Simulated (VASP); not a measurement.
Data:

```
TaN
1.0
    5.27621     0.00000     0.00000
   -2.63810     4.56933     0.00000
    0.00000     0.00000     2.95264
Ta N
3 3
Direct
  0.00000   0.00000   0.00000
  0.33333   0.66667   0.50000
  0.66667   0.33333   0.50000
  0.39239   0.00000   0.00000
  0.60761   0.60761   0.00000
  0.00000   0.39239   0.00000
```

All values below come from PBEsol GGA, VASP's PBE PAW potentials (set 64) (plane waves; VASP 6.6.1). Run with 400 eV cut-off, 7×7×11 Γ-centred mesh, Fermi-Dirac smearing of 0.14 eV, potentials Ta_pv N.

Problem. Give the energies of bands 14 to 27 at the high-symmetry points, in eV from the Fermi level.

Solution. 
```
band      Γ      M      K      A      L      H
----  -----  -----  -----  -----  -----  -----
14    -6.35  -7.69  -8.01  -7.57  -7.53  -7.89
15    -6.35  -7.51  -7.91  -7.57  -7.40  -7.04
16    -6.27  -5.55  -5.47  -6.98  -7.29  -7.04
17    -5.49  -5.45  -4.88  -6.98  -6.72  -6.73
18    -5.49  -4.99  -4.88  -5.29  -6.06  -6.58
19    -4.84  -4.53  -4.79  -4.32  -5.26  -6.29
20    -4.84  -4.42  -4.79  -4.32  -4.60  -3.90
21    -4.08  -3.75  -3.90  -4.23  -3.86  -3.90
22    -3.23  -3.70  -3.54  -2.73  -3.09  -2.40
23    -1.87  -2.74  -2.50  -2.73  -1.89  -2.40
24    -0.86  -2.51  -2.50   1.79  -0.87  -1.68
25    -0.86   1.10   1.11   1.79   0.47   2.36
26     0.55   1.68   1.57   1.92   1.25   2.36
27     0.55   1.81   1.57   2.04   3.03   2.38
```

It has no gap at this level: it comes out as a metal or semimetal.

The structure comes from a computed database's TaN entry; how it stands against other phases isn't given here. The cell was not relaxed at this level.
